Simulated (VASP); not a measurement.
# HfO2: what each functional gives for the gap

Aim: the gap of HfO2 on one structure at many levels of theory. The starting structure is a measured crystal structure from the Crystallography Open Database. The atoms were first relaxed with LDA in that cell, in a run that isn't shown, and the relaxed structure is the one below. Meshes and data sets differ where the inputs say so.

Program: VASP 6.6.1. Level of theory: Kohn-Sham DFT with plane waves and PAW; LDA, PBE, r2SCAN, TB-mBJ, LDA + spin-orbit coupling, r2SCAN + spin-orbit coupling and TB-mBJ + spin-orbit coupling. Results are calculated unless marked as measured.

**1. Starting point**

The structure is monoclinic, space group P2_1/c (No. 14). The conventional cell has a = 5.116 Å, b = 5.172 Å, c = 5.295 Å, α = 90.00°, β = 99.18°, γ = 90.00°. Hf has 7 O at 2.03 to 2.25 Å nearest. Nearest to O lie 4 Hf at 2.14 to 2.25 Å. O has 3 Hf at 2.03 to 2.13 Å nearest. Farther neighbours and most contacts between anions are not listed.

Structure file:

```xyz
12
Lattice="5.1156 0.0000 0.0000 0.0000 5.1722 0.0000 -0.8447 0.0000 5.2270" Properties=species:S:1:pos:R:3 pbc="T T T"
Hf    0.8127    2.3623    3.7012
Hf    3.0358    4.9484    4.1393
Hf    3.4582    2.8099    1.5258
Hf    1.2351    0.2238    1.0877
O     1.4824    3.8400    5.1066
O     2.3661    1.2539    2.7339
O     2.7885    1.3322    0.1204
O     1.9048    3.9183    2.4931
O    -0.3733    0.8846    4.4413
O     4.2219    3.4707    3.3991
O     4.6442    4.2876    0.7856
O     0.0490    1.7015    1.8278
```

**2. Bands with LDA**

LDA, the lowest rung, knows the local density alone.

INCAR

```
SYSTEM = HfO2
PREC = Accurate
ENCUT = 460
EDIFF = 1E-06
NELM = 100
ISMEAR = 0
SIGMA = 0.03
LREAL = .FALSE.
ALGO = Normal
GGA = CA
NBANDS = 72
LASPH = .TRUE.
LORBIT = 11
LWAVE = .FALSE.
LCHARG = .FALSE.
KPAR = 8
NCORE = 2
```

POSCAR

```
HfO2
1.0
    5.1156000000      0.0000000000      0.0000000000
    0.0000000000      5.1722000000      0.0000000000
   -0.8447144024      0.0000000000      5.2269842757
Hf O
4 8
Direct
    0.2757950272      0.4567340553      0.7080925417
    0.7242049728      0.9567340553      0.7919074583
    0.7242049728      0.5432659447      0.2919074583
    0.2757950272      0.0432659447      0.2080925417
    0.4510997048      0.7424279229      0.9769591789
    0.5489002952      0.2424279229      0.5230408211
    0.5489002952      0.2575720771      0.0230408211
    0.4510997048      0.7575720771      0.4769591789
    0.0673282843      0.1710387267      0.8496936254
    0.9326717157      0.6710387267      0.6503063746
    0.9326717157      0.8289612733      0.1503063746
    0.0673282843      0.3289612733      0.3496936254
```

KPOINTS

```
Automatic mesh
0
Gamma
4 4 4
0 0 0
```

KPOINTS_OPT

```
Line mode
8
Line-mode
Reciprocal
  0.00000000   0.00000000   0.00000000 GAMMA
  0.00000000   0.00000000   0.50000000 Y

  0.00000000   0.00000000   0.50000000 Y
 -0.43397697   0.00000000   0.57166053 H

 -0.43397697   0.00000000   0.57166053 H
 -0.50000000   0.00000000   0.50000000 C

 -0.50000000   0.00000000   0.50000000 C
 -0.50000000   0.50000000   0.50000000 E

 -0.50000000   0.50000000   0.50000000 E
 -0.56602303   0.50000000   0.42833947 M1

 -0.56602303   0.50000000   0.42833947 M1
 -0.50000000   0.50000000   0.00000000 A

 -0.50000000   0.50000000   0.00000000 A
 -0.50000000   0.00000000   0.00000000 X

 -0.50000000   0.00000000   0.00000000 X
 -0.56602303   0.00000000   0.42833947 H1

 -0.43397697   0.50000000   0.57166053 M
  0.00000000   0.50000000   0.50000000 D

  0.00000000   0.50000000   0.50000000 D
  0.00000000   0.50000000   0.00000000 Z

  0.00000000   0.00000000   0.50000000 Y
  0.00000000   0.50000000   0.50000000 D
```

The projector-augmented-wave data sets are Hf_pv and O (LDA family, release 64).

Run with:

```bash
> mpirun -np 16 vasp_std
```

What it wrote:

```text
[banner, memory and clock lines left out]
running   16 mpi-ranks, on    1 nodes
 distrk:  each k-point on    2 cores,    8 groups
 distr:  one band on    2 cores,    1 groups

 POSCAR found type information on POSCAR HfO
 POSCAR found :  2 types and      12 ions
 LDA part: xc-table for (Slater(with rela. corr.)+CA(PZ))
 , standard interpolation
 POSCAR, INCAR and KPOINTS ok, starting setup
 FFT: planning ... GRIDC
 FFT: planning ... GRID_SOFT
 FFT: planning ... GRID
 WAVECAR not read
 entering main loop
       N       E                     dE             d eps       ncg     rms          rms(c)
DAV:   1     0.463319951384E+03    0.46332E+03   -0.44551E+04  4328   0.111E+03
DAV:   2    -0.122881232197E+03   -0.58620E+03   -0.55798E+03  5088   0.322E+02
DAV:   3    -0.153749923712E+03   -0.30869E+02   -0.30645E+02  5224   0.656E+01
DAV:   4    -0.154042202191E+03   -0.29228E+00   -0.29208E+00  5080   0.679E+00
DAV:   5    -0.154046282020E+03   -0.40798E-02   -0.40796E-02  5288   0.741E-01    0.112E+02
DAV:   6    -0.133605332384E+03    0.20441E+02   -0.54864E+01  4576   0.318E+01    0.888E+01
DAV:   7    -0.133001623237E+03    0.60371E+00   -0.46940E+00  4944   0.844E+00    0.522E+01
DAV:   8    -0.132898406304E+03    0.10322E+00   -0.51774E-01  4896   0.352E+00    0.160E+01
DAV:   9    -0.132826368034E+03    0.72038E-01   -0.18823E-01  4720   0.188E+00    0.687E+00
DAV:  10    -0.132824019561E+03    0.23485E-02   -0.97414E-03  5184   0.430E-01    0.173E+00
DAV:  11    -0.132823998750E+03    0.20811E-04   -0.13557E-03  5192   0.157E-01    0.351E-01
DAV:  12    -0.132824008201E+03   -0.94514E-05   -0.41714E-05  5568   0.409E-02    0.104E-01
DAV:  13    -0.132824006017E+03    0.21843E-05   -0.11249E-05  5032   0.156E-02    0.621E-02
DAV:  14    -0.132824005788E+03    0.22872E-06   -0.25654E-06  4592   0.802E-03
   1 F= -.13282401E+03 E0= -.13282401E+03  d E =-.209593E-18
 Start KPOINTS_OPT (optional k-point list driver)
k-point batch [1-30\88]
       N       E                     dE             ncg
DAV:   1    -0.711191769998E+04   -0.57697E+05     4320
DAV:   2    -0.238954321852E+05   -0.16784E+05     4968
DAV:   3    -0.248651892029E+05   -0.96976E+03     5184
DAV:   4    -0.248778122021E+05   -0.12623E+02     5264
DAV:   5    -0.248780697085E+05   -0.25751E+00     5624
DAV:   6    -0.248780771469E+05   -0.74384E-02     5400
DAV:   7    -0.248780773990E+05   -0.25206E-03     5544
DAV:   8    -0.248780774098E+05   -0.10813E-04     4552
DAV:   9    -0.248780774103E+05   -0.54985E-06     3568
[...]
k-point batch [61-88\88]
       N       E                     dE             ncg
DAV:   1    -0.339660154592E+04   -0.61201E+05     4040
DAV:   2    -0.189331096973E+05   -0.15537E+05     4672
DAV:   3    -0.198208424499E+05   -0.88773E+03     4872
DAV:   4    -0.198323253441E+05   -0.11483E+02     4912
DAV:   5    -0.198325559040E+05   -0.23056E+00     5200
DAV:   6    -0.198325627538E+05   -0.68498E-02     5072
DAV:   7    -0.198325629359E+05   -0.18214E-03     5264
DAV:   8    -0.198325629432E+05   -0.73098E-05     4152
DAV:   9    -0.198325629436E+05   -0.32405E-06     3384
```

It took 22 s on 16 MPI ranks of AMD EPYC 9R45, shared host; peak memory 4.3 GiB.

The logs omit lines about the potential files and the build; timing stands in the text.

OUTCAR, selected parts (step 2):

```text
ion  position               nearest neighbor table
   1  0.276  0.457  0.708-   9 2.03  10 2.06  12 2.13   6 2.14   5 2.15   7 2.25   8 2.25   3 3.32
                             4 3.40   4 3.40   2 3.44   2 3.44   3 3.45   3 3.57
   2  0.724  0.957  0.792-  10 2.03   9 2.06  11 2.13   5 2.14   6 2.15   8 2.25   7 2.25   4 3.32
                             3 3.40   3 3.40   1 3.44   1 3.44   4 3.45   4 3.57
   3  0.724  0.543  0.292-  11 2.03  12 2.06  10 2.13   8 2.14   7 2.15   5 2.25   6 2.25   1 3.32
                             2 3.40   2 3.40   4 3.44   4 3.44   1 3.45   1 3.57
   4  0.276  0.043  0.208-  12 2.03  11 2.06   9 2.13   7 2.14   8 2.15   6 2.25   5 2.25   2 3.32
                             1 3.40   1 3.40   3 3.44   3 3.44   2 3.45   2 3.57
   5  0.451  0.742  0.977-   2 2.14   1 2.15   3 2.25   4 2.25
   6  0.549  0.242  0.523-   1 2.14   2 2.15   4 2.25   3 2.25
   7  0.549  0.258  0.023-   4 2.14   3 2.15   1 2.25   2 2.25
   8  0.451  0.758  0.477-   3 2.14   4 2.15   2 2.25   1 2.25
   9  0.067  0.171  0.850-   1 2.03   2 2.06   4 2.13
  10  0.933  0.671  0.650-   2 2.03   1 2.06   3 2.13
  11  0.933  0.829  0.150-   3 2.03   4 2.06   2 2.13
  12  0.067  0.329  0.350-   4 2.03   3 2.06   1 2.13

  LATTYP: Found a simple monoclinic cell.
 ALAT       =     5.1156000000
 B/A-ratio  =     1.0110641958
 C/A-ratio  =     1.0350301040
 COS(beta)  =    -0.1595366024

 Subroutine GETGRP returns: Found  4 space group operations
 (whereof  2 operations were pure point group operations)

The static configuration has the point symmetry S_2 .
 The point group associated with its full space group is C_2h.

 Found     30 irreducible k-points:

   k-points           NKPTS =     30   k-points in BZ     NKDIM =     30   number of bands    NBANDS=     72

   dimension x,y,z NGX =    36 NGY =   36 NGZ =   40
   dimension x,y,z NGXF=    72 NGYF=   72 NGZF=   80

   ENCUT  =  460.0 eV  33.81 Ry    5.81 a.u.   8.95  9.05  9.26*2*pi/ulx,y,z

   NELECT =      88.0000    total number of electrons

 k-points in reciprocal lattice and weights: Automatic mesh
   0.00000000  0.00000000  0.00000000       0.016
   0.25000000  0.00000000 -0.00000000       0.031
   0.50000000  0.00000000 -0.00000000       0.016
   0.00000000  0.25000000  0.00000000       0.031
   0.25000000  0.25000000 -0.00000000       0.062
   0.50000000  0.25000000 -0.00000000       0.031
   0.00000000  0.50000000  0.00000000       0.016
   0.25000000  0.50000000 -0.00000000       0.031
   0.50000000  0.50000000 -0.00000000       0.016
[...]
0.25000000  0.50000000  0.50000000       0.031
   0.50000000  0.50000000  0.50000000       0.016

 average (electrostatic) potential at core
       1 -38.1461       2 -38.1461       3 -38.1461       4 -38.1461       5 -71.7760
       6 -71.7760       7 -71.7760       8 -71.7760       9 -71.3867      10 -71.3867
      11 -71.3867      12 -71.3867

 E-fermi :   3.0436

 k-point     1 :       0.0000    0.0000    0.0000
  band No.  band energies     occupation
    ...
     40       1.8535      2.00000
     41       2.2788      2.00000
     42       2.3323      2.00000
     43       2.6450      2.00000
     44       2.8667      2.00000
     45       7.2509      0.00000
     46       7.7471      0.00000
     47       7.9006      0.00000
     48       8.2635      0.00000
     49       8.4494      0.00000
    ...

 k-point     2 :       0.2500    0.0000   -0.0000
  band No.  band energies     occupation
    ...
     40       1.9286      2.00000
     41       2.1606      2.00000
     42       2.2915      2.00000
     43       2.3266      2.00000
     44       2.8248      2.00000
     45       7.1443      0.00000
     46       7.5344      0.00000
     47       7.8440      0.00000
     48       8.0589      0.00000
     49       8.5417      0.00000
    ...

 k-point     3 :       0.5000    0.0000   -0.0000
  band No.  band energies     occupation
    ...
     40       1.9587      2.00000
     41       2.1200      2.00000
     42       2.2883      2.00000
     43       2.3791      2.00000
     44       2.7806      2.00000
     45       6.7982      0.00000
     46       7.8048      0.00000
     47       7.8770      0.00000
     48       7.8982      0.00000
     49       8.5950      0.00000
    ...

  Total       -8.9707187     -9.0735115     -8.7949097      0.0000000      0.0000000     -1.2293924
  in kB     -103.9237325   -105.1145642   -101.8870260      0.0000000      0.0000000    -14.2422313
  external PRESSURE =    -103.6417742 kB  Pullay stress =       0.0000000 kB

  energy-cutoff  :      460.00
  volume of cell :      138.30
      direct lattice vectors                 reciprocal lattice vectors
     5.115600000  0.000000000  0.000000000     0.195480491  0.000000000  0.031590909
     0.000000000  5.172200000  0.000000000     0.000000000  0.193341325  0.000000000
    -0.844714402  0.000000000  5.226984276     0.000000000  0.000000000  0.191314905

 POSITION                                       TOTAL-FORCE (eV/Angst)
 -----------------------------------------------------------------------------------
      0.81272      2.36232      3.70119        -0.007215      0.004074      0.004227
      3.03581      4.94842      4.13929         0.007215      0.004074     -0.004227
      3.45816      2.80988      1.52580         0.007215     -0.004074     -0.004227
      1.23508      0.22378      1.08770        -0.007215     -0.004074      0.004227
      1.48239      3.83999      5.10655         0.007012      0.002164     -0.005408
      2.36613      1.25389      2.73393        -0.007012      0.002164      0.005408
      2.78849      1.33221      0.12043        -0.007012     -0.002164      0.005408
      1.90475      3.91831      2.49306         0.007012     -0.002164     -0.005408
     -0.37332      0.88465      4.44134         0.000403      0.008045      0.008688
      4.22185      3.47075      3.39914        -0.000403      0.008045     -0.008688
      4.64421      4.28755      0.78565        -0.000403     -0.008045     -0.008688
      0.04903      1.70145      1.82784         0.000403     -0.008045      0.008688
 -----------------------------------------------------------------------------------
    total drift:                               -0.000000      0.000000     -0.000000

  FREE ENERGIE OF THE ION-ELECTRON SYSTEM (eV)
  ---------------------------------------------------
  free  energy   TOTEN  =      -132.8240057883 eV

  energy  without entropy=     -132.8240057883  energy(sigma->0) =     -132.82400579

 total charge
# of ion       s       p       d       tot
------------------------------------------
    1        0.320   6.645   1.513   8.478
    2        0.320   6.645   1.513   8.478
    3        0.320   6.645   1.513   8.478
    4        0.320   6.645   1.513   8.478
    5        1.553   3.522   0.000   5.075
    6        1.553   3.522   0.000   5.075
    7        1.553   3.522   0.000   5.075
    8        1.553   3.522   0.000   5.075
    9        1.559   3.534   0.000   5.092
   10        1.559   3.534   0.000   5.092
   11        1.559   3.534   0.000   5.092
   12        1.559   3.534   0.000   5.092
--------------------------------------------------
tot         13.725  54.802   6.052  74.579

[... 3 further parts left out ...]
```

Spin-orbit coupling is off here; with elements this heavy it can split and shift levels by tenths of an eV. At this level the cell is under a tension of 10.4 GPa, so at these settings it is away from equilibrium.

LDA gives a least gap of 3.931 eV, and a least direct gap of 4.005 eV.

**3. Bands with PBE**

PBE, the usual starting point, adds the gradient of the density.

Edit INCAR of step 2 so:

```diff
@@ -9,3 +9,3 @@
 ALGO = Normal
-GGA = CA
+GGA = PE
 NBANDS = 72
```

POSCAR is that of step 2.

KPOINTS is that of step 2.

KPOINTS_OPT is that of step 2.

The projector-augmented-wave data sets are Hf_pv and O (PBE family, release 64).

Run with:

```bash
> mpirun -np 16 vasp_std
```

What it wrote:

```text
[banner, memory and clock lines left out]
running   16 mpi-ranks, on    1 nodes
[...]
LDA part: xc-table for (Slater+PW92), standard interpolation
 POSCAR, INCAR and KPOINTS ok, starting setup
[...]
entering main loop
       N       E                     dE             d eps       ncg     rms          rms(c)
DAV:   1     0.483725103723E+03    0.48373E+03   -0.44613E+04  4328   0.111E+03
DAV:   2    -0.111480733392E+03   -0.59521E+03   -0.56639E+03  5104   0.325E+02
DAV:   3    -0.143457383706E+03   -0.31977E+02   -0.31749E+02  5200   0.670E+01
DAV:   4    -0.143762089952E+03   -0.30471E+00   -0.30451E+00  5056   0.696E+00
[...]
DAV:  14    -0.122073110010E+03   -0.34108E-05   -0.43307E-06  4680   0.106E-02    0.770E-03
DAV:  15    -0.122073111214E+03   -0.12042E-05   -0.87358E-07  3432   0.398E-03    0.213E-02
DAV:  16    -0.122073110938E+03    0.27607E-06   -0.17808E-07  3032   0.173E-03
   1 F= -.12207311E+03 E0= -.12207311E+03  d E =-.839765E-32
 Start KPOINTS_OPT (optional k-point list driver)
k-point batch [1-30\88]
       N       E                     dE             ncg
DAV:   1    -0.644268411076E+04   -0.57028E+05     4320
DAV:   2    -0.234818232541E+05   -0.17039E+05     4968
DAV:   3    -0.244816861519E+05   -0.99986E+03     5160
DAV:   4    -0.244946520810E+05   -0.12966E+02     5192
DAV:   5    -0.244949244489E+05   -0.27237E+00     5656
DAV:   6    -0.244949325531E+05   -0.81042E-02     5440
DAV:   7    -0.244949328236E+05   -0.27048E-03     5592
DAV:   8    -0.244949328364E+05   -0.12828E-04     4504
DAV:   9    -0.244949328371E+05   -0.65245E-06     3472
[...]
k-point batch [61-88\88]
       N       E                     dE             ncg
DAV:   1    -0.277601294817E+04   -0.60580E+05     4040
DAV:   2    -0.185474533772E+05   -0.15771E+05     4688
DAV:   3    -0.194625711712E+05   -0.91512E+03     4824
DAV:   4    -0.194743580984E+05   -0.11787E+02     4864
DAV:   5    -0.194746029825E+05   -0.24488E+00     5192
DAV:   6    -0.194746101536E+05   -0.71711E-02     5064
DAV:   7    -0.194746103683E+05   -0.21473E-03     5272
DAV:   8    -0.194746103780E+05   -0.96536E-05     4128
DAV:   9    -0.194746103785E+05   -0.53900E-06     3240
```

Wall time 24 s (16 MPI ranks); peak memory 4.6 GiB; 6.1 min of CPU time.

From OUTCAR (step 3):

```text
  Total        2.1678164      2.0393609      2.1897074      0.0000000      0.0000000     -0.5904186
  in kB       25.1136589     23.6255312     25.3672610      0.0000000      0.0000000     -6.8398647
  external PRESSURE =      24.7021504 kB  Pullay stress =       0.0000000 kB

 POSITION                                       TOTAL-FORCE (eV/Angst)
 -----------------------------------------------------------------------------------
      0.81272      2.36232      3.70119         0.029542      0.093027      0.074744
      3.03581      4.94842      4.13929        -0.029542      0.093027     -0.074744
      3.45816      2.80988      1.52580        -0.029542     -0.093027     -0.074744
      1.23508      0.22378      1.08770         0.029542     -0.093027      0.074744
      1.48239      3.83999      5.10655        -0.150598     -0.005058      0.009480
      2.36613      1.25389      2.73393         0.150598     -0.005058     -0.009480
      2.78849      1.33221      0.12043         0.150598      0.005058     -0.009480
      1.90475      3.91831      2.49306        -0.150598      0.005058      0.009480
     -0.37332      0.88465      4.44134        -0.032443      0.037653     -0.094614
      4.22185      3.47075      3.39914         0.032443      0.037653      0.094614
      4.64421      4.28755      0.78565         0.032443     -0.037653      0.094614
      0.04903      1.70145      1.82784        -0.032443     -0.037653     -0.094614
 -----------------------------------------------------------------------------------
    total drift:                               -0.000000      0.000000     -0.000000

  FREE ENERGIE OF THE ION-ELECTRON SYSTEM (eV)
  ---------------------------------------------------
  free  energy   TOTEN  =      -122.0731109380 eV

  energy  without entropy=     -122.0731109380  energy(sigma->0) =     -122.07311094

[... 2 parts as in an earlier step ...]

[... 1 further part left out ...]
[key lines of the parts left out:]
E-fermi :   3.3469
```

PBE gives a least gap of 4.119 eV, and a least direct gap of 4.191 eV. The least gap is +0.188 eV from that of LDA.

(Part 1 of 3 ends here.)

[Lines on the potential files, build, host, timing and source positions are cut from VASP's logs without a mark.]

[Logs are printed without paths, hosts, clocks, repeated set-up lines and the standing remarks that a program may print on its own settings, such as how far it seeks lower states.]

[Hosts, paths, dates, database ids (printed as entryN), source tags and the programs' standing remarks are cut or masked in the printed files.]
